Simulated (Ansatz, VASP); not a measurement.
# Cross-check of PtS2 between VASP and Ansatz

Wanted: the spread between two codes on one cell, functional and k mesh. Of the first pair: The structure shown is the start of the Ansatz relaxation below; VASP solves that cell, so the two are compared at the walk's first step.

Method: plane waves, with VASP 6.6.1 beside it; single point at revPBE, in Ansatz 0.2.0.

## Step 1: The starting structure

The cell holds 3 atoms: 1 Pt and 2 S. Cell: a = 3.457 Å, b = 3.457 Å, c = 28.499 Å, α = 90.0°, β = 90.0°, γ = 120.0°. Vacuum lies along c. The height across the vacuum is the one that the program set for its solve, not the one typed.

Structure file:

```cif
data_structure
_symmetry_space_group_name_H-M 'P 1'
_symmetry_Int_Tables_number 1
_cell_length_a 3.4566
_cell_length_b 3.4566
_cell_length_c 28.4985
_cell_angle_alpha 90.000
_cell_angle_beta 90.000
_cell_angle_gamma 120.000
_cell_volume 294.88
loop_
_atom_site_label
_atom_site_type_symbol
_atom_site_fract_x
_atom_site_fract_y
_atom_site_fract_z
_atom_site_occupancy
Pt1 Pt 0.33333 0.66667 0.32512 1
S2 S 0.00000 0.00000 0.36634 1
S3 S 0.66667 0.33333 0.28391 1
```

## Step 2: Ansatz: relaxation, revPBE

Ansatz runs on its default PAW (the set named soft_2) files.

The two programs are compared at the cell with which this relaxation starts, whose forces are those of its first step.

Contents of input.yaml:

```yaml
crystal:
  lattice:
    - [3.4565851068, -2.9e-09, 0.0]
    - [-1.7282925509, 2.9934905142, 0.0]
    - [0.0, 0.0, 18.531]
  atoms:
    - { symbol: Pt, position: [0.3333333333, 0.6666666667, 0.5] }
    - { symbol: S, position: [0.0, 0.0, 0.5633871] }
    - { symbol: S, position: [0.6666666667, 0.3333333333, 0.4366129] }
  periodic: [true, true, false]
kpoints:
  mp_grid: { grid: [7, 7, 1] }
scf:
  occupations: { method: fermi_dirac, width: 0.05 }
hamiltonian:
  xc: revpbe
output:
  forces: true
  stress: true
relax:
  f_tol: 0.02
  max_steps: 50
  cell: {}
```

Run with:

```
$ ansatz run input.yaml --threads 1 --pin off --max-ram 4096MiB --backend cpu --events-out ev --progress --plain --runs-dir out
```

Numbers of over 12 decimals in the logs are rounded to 6 here.

Log:

```text
Warning: crystal.periodic: the lattice vector that does not repeat stood 0.000° off the slab's normal, 18.531 Å along it as the deck builds it. The run solves the slab on a vector along the normal, 28.499 Å long, with every atom where it was (on the deck's vector they left 16.18 Å outside them, and the widest stretch free of ions among them is 1.17 Å). A fractional position that the run reports is one of the run's ce [...]
crystal.periodic: the lattice vector that does not repeat stood 0.000° off the slab's normal, 18.531 Å along it as the deck builds it. The run solves the slab on a vector along the normal, 28.499 Å long, with every atom where it was (on the deck's vector they left 16.18 Å outside them, and the widest stretch free of ions among them is 1.17 Å). A fractional position that the run reports is one of the run's cell, which [...]
Engine: ansatz 0.2.0, aarch64-unknown-linux-gnu
Pseudopotentials: kind: paw
Pseudopotential: Pt, paw, valence charge 18, recommended cutoff 420 eV (normal), Pt.paw.azcp
Pseudopotential: S, paw, valence charge 6, recommended cutoff 420 eV (normal), S.paw.azcp
Functional definition: revPBE
  parameter kappa = 1.245
  parameter beta = 0.066725
  exchange = pbe_x(kappa = kappa, mu = beta*pi^2/3)
  correlation = pbe_c(beta = beta)
Crystal: 3 atoms, lattice volume = 294.881 Å³
Basis set: ecut = 420 eV, 5753 PW (Γ), exchange–correlation on 48×48×384 points (8 copies of the dense FFT grid, shifted against one another)
Bands: 19, of which v1, the nominal top of the filled ones, is band 15 counted from 1 (14 counted from 0)
Symmetry: 12 space group operations
Space group: P-3m1 (ITA 164), of the structure as read, at distance tolerance 6.7e-5 Å
k-points: 8 of 49
Non-local potential: Pt, projectors of the file, l = 0: 3, l = 1: 2, l = 2: 2, l = 3: 1
Non-local potential: S, projectors of the file, l = 0: 2, l = 1: 2, l = 2: 2
PAW form: soft (Blöchl's): semilocal exchange-correlation on the pseudo side does not see the compensation charge
PAW frozen core: Pt, regenerated for the run's functional, and the local potential with it (the file was generated under x = pbe(κ = 0.804, μ = 0.219515), c = pbe(β = 0.066725))
PAW frozen core: S, regenerated for the run's functional, and the local potential with it (the file was generated under x = pbe(κ = 0.804, μ = 0.219515), c = pbe(β = 0.066725))
PAW one-centre angular grid: Pt, 590 points (default); XC on 64 Gauss nodes
PAW one-centre angular grid: S, 110 points (default); XC on 64 Gauss nodes
Initial density: superposition of atomic densities (neutral atoms: chi_scale 0, normalization atom), corrected by the library's trained network
Initial wavefunctions: pseudopotential atomic-orbital guess
Functional: x = revpbe(κ = 1.245, μ = 0.219515), c = pbe(β = 0.066725)
[...]
SCF iter   2: F=—  HF=-14343.111151 eV  |F-HF|=—  |Δ(HF+E_count)|=   1.21e-2  Δρ=5.42e-3  dr2=1.71e-1  ethr=3.26e-4  ⟨swp⟩=3.4  Hψ=326  notcnv=0
SCF iter   3: F=—  HF=-14343.081334 eV  |F-HF|=—  |Δ(HF+E_count)|=   2.98e-2  Δρ=1.52e-3  dr2=3.82e-3  ethr=3.26e-4  ⟨swp⟩=3.1  Hψ=330  notcnv=0
SCF iter   4: F=—  HF=-14343.081709 eV  |F-HF|=—  |Δ(HF+E_count)|=   3.75e-4  Δρ=3.85e-4  dr2=3.10e-4  ethr=1.27e-5  ⟨swp⟩=3.6  Hψ=375  notcnv=0
SCF iter   5: F=—  HF=-14343.081757 eV  |F-HF|=—  |Δ(HF+E_count)|=   4.88e-5  Δρ=1.10e-4  dr2=2.71e-5  ethr=1.03e-6  ⟨swp⟩=3.1  Hψ=305  notcnv=0
SCF iter   6: F=—  HF=-14343.081932 eV  |F-HF|=—  |Δ(HF+E_count)|=   1.74e-4  Δρ=2.67e-5  dr2=1.18e-6  ethr=9.02e-8  ⟨swp⟩=2.6  Hψ=307  notcnv=0
SCF iter   7: F=-14343.081932 eV  HF=-14343.081932 eV  |F-HF|=1.87e-10  |Δ(HF+E_count)|=   2.23e-7  Δρ=7.88e-6  dr2=1.22e-7  ethr=1.00e-9  ⟨swp⟩=7.6  Hψ=822  notcnv=0
SCF 2 converged in 7 iterations: F = -14343.081932 eV  dr2 = 1.22e-7
relax step   2: F+E_penalty+E_count = -14343.08193204 eV  Δ(F+E_penalty+E_count) = -3.593e-1 eV  max|allowed force component| = 6.919e-2 eV/Å  Δτ_max = 0.0782 Å  P = +0.796 N/m  Ω = 313.133 Å³  energy of the carried Pulay correction = -7.868e-4 eV  fix = [c, alpha, beta]  reactions: c +0.000 N/m  (7 SCF iters, dr2 threshold 3.00e-7 eV, accepted)
[...]
relax step   3: F+E_penalty+E_count = -14343.08812347 eV  Δ(F+E_penalty+E_count) = -6.191e-3 eV  max|allowed force component| = 2.441e-2 eV/Å  Δτ_max = 0.0249 Å  P = +0.082 N/m  Ω = 318.690 Å³  energy of the carried Pulay correction = -1.017e-3 eV  fix = [c, alpha, beta]  reactions: c +0.000 N/m  (7 SCF iters, dr2 threshold 3.00e-7 eV, accepted)
[...]
relax step   4: F+E_penalty+E_count = -14343.08817016 eV  Δ(F+E_penalty+E_count) = -4.669e-5 eV  max|allowed force component| = 4.367e-3 eV/Å  Δτ_max = 0.0015 Å  P = +0.018 N/m  Ω = 318.738 Å³  energy of the carried Pulay correction = -1.019e-3 eV  fix = [c, alpha, beta]  reactions: c +0.000 N/m  (5 SCF iters, dr2 threshold 3.72e-8 eV, accepted)
[...]
relax step   5: F+E_penalty+E_count = -14343.08905889 eV  Δ(F+E_penalty+E_count) = -8.887e-4 eV  max|allowed force component| = 3.897e-3 eV/Å  Δτ_max = 0.0000 Å  P = +0.018 N/m  Ω = 318.738 Å³  fix = [c, alpha, beta]  reactions: c +0.000 N/m  stress off target by 1.81e-2 N/m on what of the cell is left free  SCF on the basis re-selected at this cell (its energy is not comparable with the rows above)  (7 SCF iters)
basis re-selected at this cell: Δ(F+E_penalty+E_count) = -8.887e-4 eV, ΔP = +0.000 N/m vs the last step (what re-selecting the basis moved, of the pressure what is left beyond the Pulay correction that the steps carried, after the strain that the cell walked since its last selection, with what the two solves' SCF thresholds leave and, on support functions, any second-order correction that the steps lacked; it is no measure of the basis error at this ecutwfc). The dense FFT grid was sized anew with the basis: this SCF ran on 25×25×192 points, the steps before it on 24×24×192, so part of this shift can come from that change (see relax.cell in the input reference). [rest of the remark cut]
SCF converged after 7 iterations
Free energy (F): -14343.089059 eV
Harris-Foulkes:  -14343.089059 eV  (|F-HF|=6.35e-9)
Internal energy: -14343.089059 eV  (E = F + TS)
E sigma→0 (E₀):  -14343.089059 eV
Fermi energy:    -5.339820 eV
--- Per-component energies (eV) ---
  E_band       = -803.123536
  E_kinetic    = 847.646837
  E_local      = -46586.488256  (includes V_loc(G=0)·N_el)
  E_nonlocal   = 253.925014
  E_hartree    = 22727.117237
  E_xc         = -455.462086
  E_vxc        = -476.113767  (∫ρ·V_xc dr)
  E_paw        = -10668.002508  (= ΣΔE_a)
  E_vpaw       = -296.328188  (= ΣTr[D̂ρ^β])
  E_aug_tail   = 0.000197  (compensation charges beyond the density's cutoff)
  E_ewald      = 19538.256547
  E_core_change = -0.082042  (= ΣΔE_core)
  E_smearing   = -0.000000  (= −TS)
  E_closure    = 0.000000  (closes the sum)
  Σ components = -14343.089059   (vs F -14343.089059, Δ=0.00e0)
--- Forces (eV/Å), atoms counted from 1 ---
  atom   1  Pt    -0.00000000     0.00000000     0.00000000
  atom   2  S     -0.00000000     0.00000000     0.00389682
  atom   3  S      0.00000000    -0.00000000    -0.00389682
  max |Σ_I F_I| component: 4.63e-18 eV/Å
--- 2D stress c σ (N/m, compression-positive) ---
        0.018094       0.000000      -0.000000
        0.000000       0.018094      -0.000000
       -0.000000      -0.000000       0.000000
  P = ½ c Tr σ = 0.0181 N/m
--- Relaxed structure (4 steps of the walk, 4 accepted, 1 SCFs on fresh bases) ---
  F+E_penalty+E_count = -14343.08905889 eV   max|allowed force component| = 3.897e-3 eV/Å   (the final SCF, on the basis selected at the relaxed cell)
  cell:  # Å, volume = 318.7384 Å³
    - [3.593692, -3.008142351788467e-9, 0]
    - [-1.796846, 3.112228, 0]
    - [0, 0, 28.4985054004]
  atoms:
    - { symbol: Pt, position: [0.333333, 0.666667, 0.325122] }
    - { symbol: S, position: [9.267669440319698e-19, 6.784404900703065e-19, 0.368265] }
    - { symbol: S, position: [0.666667, 0.333333, 0.281980] }
```

The column dr2 measures how far the density is from self-consistency, as an energy; F and HF (Harris–Foulkes) agree once it is small.

## Step 3: VASP: single point, revPBE, start cell, pair 1

The same cell, functional, mesh and smearing now go to VASP, with its own data sets.

Lines of VASP's logs that name or quote its potential files are left out, and so is its time.

Contents of INCAR:

```
SYSTEM = PtS2
PREC = Accurate
ENCUT = 400
EDIFF = 1E-06
NELM = 120
ISMEAR = -1
SIGMA = 0.05
LREAL = .FALSE.
ALGO = Normal
GGA = RE
NBANDS = 17
LASPH = .TRUE.
LORBIT = 11
LWAVE = .FALSE.
LCHARG = .FALSE.
ISIF = 2
LDIPOL = .TRUE.
IDIPOL = 3
DIPOL = 0.5 0.5 0.325
LVHAR = .TRUE.
GGA_COMPAT = .FALSE.
EFERMI = MIDGAP
NELMDL = -8
```

Contents of POSCAR:

```
PtS2
1.0
    3.4565850000      0.0000000000      0.0000000000
   -1.7282930000      2.9934910000      0.0000000000
    0.0000000000      0.0000000000     28.4985050000
Pt S
1 2
Direct
    0.3333333184      0.6666664440      0.3251223178
    0.0000000000      0.0000000000      0.3663394273
    0.6666668039      0.3333332220      0.2839052084
```

Contents of KPOINTS:

```
Automatic mesh
0
Gamma
7 7 1
0 0 0
```

The projector-augmented-wave data sets are Pt and S (PBE family, release 64).

Run with:

```
$ mpirun -np 1 vasp_std
```

Log:

```text
[banner, memory and clock lines left out]
running    1 mpi-ranks, on    1 nodes
 distrk:  each k-point on    1 cores,    1 groups
 distr:  one band on    1 cores,    1 groups

 POSCAR found type information on POSCAR PtS
 POSCAR found :  2 types and       3 ions
|                                                                             |
|               ----> ADVICE to this user running VASP <----                  |
|                                                                             |
|     You enforced a specific xc type in the INCAR file but a different       |
|     [... a line on the potential file left out ...]
|     I HOPE YOU KNOW WHAT YOU ARE DOING!                                     |
|                                                                             |

 LDA part: xc-table for (Slater+PW92), standard interpolation
 POSCAR, INCAR and KPOINTS ok, starting setup
 FFT: planning ... GRIDC
 FFT: planning ... GRID_SOFT
 FFT: planning ... GRID
 WAVECAR not read
 entering main loop
       N       E                     dE             d eps       ncg     rms          rms(c)
DAV:   1     0.170946924707E+03    0.17095E+03   -0.65025E+03   272   0.763E+02
DAV:   2     0.325205897005E+01   -0.16769E+03   -0.15686E+03   445   0.163E+02
DAV:   3    -0.151214692785E+02   -0.18374E+02   -0.18263E+02   345   0.697E+01
DAV:   4    -0.154485367055E+02   -0.32707E+00   -0.32676E+00   406   0.109E+01
DAV:   5    -0.154534181479E+02   -0.48814E-02   -0.48805E-02   382   0.128E+00
DAV:   6    -0.154536068298E+02   -0.18868E-03   -0.18868E-03   421   0.241E-01
DAV:   7    -0.154536153914E+02   -0.85616E-05   -0.85614E-05   400   0.441E-02
DAV:   8    -0.154536159069E+02   -0.51547E-06   -0.51550E-06   367   0.100E-02    0.218E+01
DAV:   9    -0.142511674770E+02    0.12024E+01   -0.72246E+00   335   0.245E+01    0.134E+01
DAV:  10    -0.141763800399E+02    0.74787E-01   -0.18137E+00   327   0.133E+01    0.498E+00
DAV:  11    -0.140985519054E+02    0.77828E-01   -0.17232E-01   329   0.443E+00    0.952E-01
DAV:  12    -0.140963689222E+02    0.21830E-02   -0.39040E-02   324   0.160E+00    0.261E-01
DAV:  13    -0.140965635172E+02   -0.19460E-03   -0.19118E-03   355   0.304E-01    0.330E-01
DAV:  14    -0.140965634016E+02    0.11563E-06   -0.14983E-04   357   0.118E-01    0.343E-01
[...]
DAV:  20    -0.140969716507E+02    0.25059E-04   -0.39250E-06   328   0.106E-02    0.363E-01
DAV:  21    -0.140969496643E+02    0.21986E-04   -0.30481E-06   289   0.867E-03    0.339E-01
DAV:  22    -0.140968550741E+02    0.94590E-04   -0.74410E-05   303   0.423E-02    0.224E-01
DAV:  23    -0.140968306292E+02    0.24445E-04   -0.10658E-05   380   0.165E-02    0.182E-01
DAV:  24    -0.140968048473E+02    0.25782E-04   -0.15241E-05   331   0.196E-02    0.124E-01
DAV:  25    -0.140967864626E+02    0.18385E-04   -0.21515E-05   339   0.240E-02    0.602E-02
DAV:  26    -0.140967814265E+02    0.50361E-05   -0.70398E-06   323   0.139E-02    0.256E-02
DAV:  27    -0.140967813376E+02    0.88951E-07   -0.82665E-07   265   0.501E-03
   1 F= -.14096781E+02 E0= -.14096781E+02  d E =-.399854E-09
```

Parts of OUTCAR (step 3):

```text
ion  position               nearest neighbor table
   1  0.333  0.667  0.325-   3 2.32   2 2.32   2 2.32   3 2.32   3 2.32   2 2.32
   2  0.000  0.000  0.366-   1 2.32   1 2.32   1 2.32
   3  0.667  0.333  0.284-   1 2.32   1 2.32   1 2.32

  LATTYP: Found a hexagonal cell.
 ALAT       =     3.4565850000
 C/A-ratio  =     8.2446996096

 Subroutine GETGRP returns: Found 12 space group operations
 (whereof  6 operations were pure point group operations)

The static configuration has the point symmetry C_3v.
 The point group associated with its full space group is D_3d.

 Found      8 irreducible k-points:

   k-points           NKPTS =      8   k-points in BZ     NKDIM =      8   number of bands    NBANDS=     17

   dimension x,y,z NGX =    24 NGY =   24 NGZ =  192
   dimension x,y,z NGXF=    48 NGYF=   48 NGZF=  384

   ENCUT  =  400.0 eV  29.40 Ry    5.42 a.u.   5.64  5.64 46.47*2*pi/ulx,y,z

   NELECT =      22.0000    total number of electrons

 k-points in reciprocal lattice and weights: Automatic mesh
   0.00000000  0.00000000  0.00000000       0.020
   0.14285714 -0.00000000  0.00000000       0.122
   0.28571429  0.00000000  0.00000000       0.122
   0.42857143  0.00000000  0.00000000       0.122
   0.14285714  0.14285714  0.00000000       0.122
   0.28571429  0.14285714  0.00000000       0.245
   0.42857143  0.14285714  0.00000000       0.122
   0.28571429  0.28571429  0.00000000       0.122

 dipolmoment           0.000000      0.000000     -0.000014 electrons x Angstroem

 average (electrostatic) potential at core
       1 -78.4503       2 -95.2665       3 -95.2665

 E-fermi :  -2.8376

 k-point     1 :       0.0000    0.0000    0.0000
  band No.  band energies     occupation
    ...
      7      -7.2753      2.00000
      8      -4.7160      2.00000
      9      -4.6769      2.00000
     10      -4.2342      2.00000
     11      -4.2342      2.00000
     12      -0.2299      0.00000
     13      -0.2299      0.00000
     14       1.5564      0.00000
     15       1.5915      0.00000
     16       2.2846      0.00000
    ...

 k-point     2 :       0.1429   -0.0000    0.0000
  band No.  band energies     occupation
    ...
      7      -7.4686      2.00000
      8      -5.5919      2.00000
      9      -4.3163      2.00000
     10      -4.1489      2.00000
     11      -3.9149      2.00000
     12      -1.3752      0.00000
     13      -0.5906      0.00000
     14       1.9867      0.00000
     15       2.0391      0.00000
     16       2.6364      0.00000
    ...

 k-point     3 :       0.2857    0.0000    0.0000
  band No.  band energies     occupation
    ...
      7      -7.5639      2.00000
      8      -6.2086      2.00000
      9      -4.6735      2.00000
     10      -4.5765      2.00000
     11      -4.1637      2.00000
     12      -1.7603      0.00000
     13      -0.7619      0.00000
     14       2.1971      0.00000
     15       3.0714      0.00000
     16       3.1737      0.00000
    ...

  Total        6.9795626      6.9795653      4.4207394     -0.0000012     -0.0000000      0.0000000
  in kB       37.9220246     37.9220393     24.0191823     -0.0000063     -0.0000000      0.0000000
  external PRESSURE =      33.2877487 kB  Pullay stress =       0.0000000 kB

  energy-cutoff  :      400.00
  volume of cell :      294.88
      direct lattice vectors                 reciprocal lattice vectors
     3.456585000  0.000000000  0.000000000     0.289302881  0.167029112  0.000000000
    -1.728293000  2.993491000  0.000000000     0.000000000  0.334058128  0.000000000
     0.000000000  0.000000000 28.498505000     0.000000000  0.000000000  0.035089560

 POSITION                                       TOTAL-FORCE (eV/Angst)
 -----------------------------------------------------------------------------------
     -0.00000      1.99566      9.26550         0.000000      0.000000     -0.000000
      0.00000      0.00000     10.44013        -0.000000      0.000000      1.896669
      1.72829      0.99783      8.09087         0.000000     -0.000000     -1.896669
 -----------------------------------------------------------------------------------
    total drift:                               -0.000383      0.000292     -0.000189

  FREE ENERGIE OF THE ION-ELECTRON SYSTEM (eV)
  ---------------------------------------------------
  free  energy   TOTEN  =       -14.0967813376 eV

  energy  without entropy=      -14.0967813372  energy(sigma->0) =      -14.09678134

 vacuum level on the upper side and lower side of the slab         2.273         2.273

 total charge
# of ion       s       p       d       tot
------------------------------------------
    1        0.757   0.940   8.065   9.761
    2        1.357   2.347   0.000   3.704
    3        1.357   2.347   0.000   3.704
--------------------------------------------------
tot          3.471   5.634   8.065  17.170

[... 3 further parts left out ...]
```

## Step 4: Comparison

Known differences besides the potentials themselves: Ansatz cuts the interaction across the vacuum, VASP repeats the sheet with a dipole correction; the data sets hold 30 valence electrons in Ansatz (on its default PAW (the set named soft_2) files) and 22 in VASP; the cutoff is 420 eV in Ansatz and 400 eV in VASP; Ansatz makes its cores anew for this functional, VASP keeps those of its PBE data sets. Total energies have different zeros and are not compared.

Forces (eV/Å; atoms numbered as in POSCAR):

| atom | Ansatz x, y, z | VASP x, y, z |
| --- | --- | --- |
| Pt1 | 0.000, 0.000, 0.000 | 0.000, 0.000, 0.000 |
| S2 | 0.000, 0.000, 1.957 | 0.000, 0.000, 1.897 |
| S3 | 0.000, 0.000, -1.957 | 0.000, 0.000, -1.897 |

The forces differ by 29 meV/Å r.m.s., which is 3.2 % of the r.m.s. force of 0.894 eV/Å (both taken over all components). VASP's last cycles still show a density residual of 3e-03, so its state may not be settled. With vacuum in the cell, a pressure given here is an average over mostly empty space and none of the material.

## Step 5: Further runs

Further runs change the set-up of one program: Ansatz's method, potentials or start, or VASP's data sets, cutoff or form of LDA. The table gives that difference for each run.

| run | r.m.s. force difference (meV/Å) |
| --- | --- |
| as above | 29 |
| VASP with the data sets Pt_sv_GW and S and a cutoff of 430 eV | 16 |

(Continued in part 2 of 2.)

[Lines on the potential files, build, host, timing and source positions are cut from VASP's logs without a mark.]

[Logs are printed without paths, hosts, clocks, repeated set-up lines and the standing remarks that a program may print on its own settings, such as how far it seeks lower states.]

[Hosts, paths, dates, database ids (printed as entryN), source tags and the programs' standing remarks are cut or masked in the printed files.]
